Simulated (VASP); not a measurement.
A cell of Ni₃Si (L1_2) near equilibrium:

```yaml
crystal:
  lattice:
    - [3.45911, 0.00000, 0.00000]
    - [0.00000, 3.45911, 0.00000]
    - [0.00000, 0.00000, 3.45911]
  atoms:
    - { symbol: Si, position: [0.00000, 0.00000, 0.00000] }
    - { symbol: Ni, position: [0.00000, 0.50000, 0.50000] }
    - { symbol: Ni, position: [0.50000, 0.00000, 0.50000] }
    - { symbol: Ni, position: [0.50000, 0.50000, 0.00000] }
```

The numbers are results of PBEsol GGA, VASP's PBE PAW potentials (set 64) (plane waves; VASP 6.6.1), not measurements.

| run | ΔE (meV/atom) | σxx | σyy | σzz | largest shear component, with its sign (GPa) | largest force (eV/Å) |
|---|---|---|---|---|---|---|
| as it is | 0.0 | 0.49 | 0.49 | 0.49 | 0.00 | 0.000 |
| after one change | 36.6 | 13.13 | 19.73 | 19.73 | 0.00 | 0.000 |
Stress is in GPa, positive when the cell is compressed.

Task: Which change was made?
A) biaxial strain of -3.0 % in the yz plane
B) atom 1 (Si) moved by 0.075 Å along z
C) atom 2 (Ni) moved by -0.025 Å along z
D) biaxial strain of +3.0 % in the xy plane

Result: A, biaxial strain of -3.0 % in the yz plane

The compound is Ni3Si in the L1_2 structure. The run is not spin-polarised, so no magnetic state was tried.
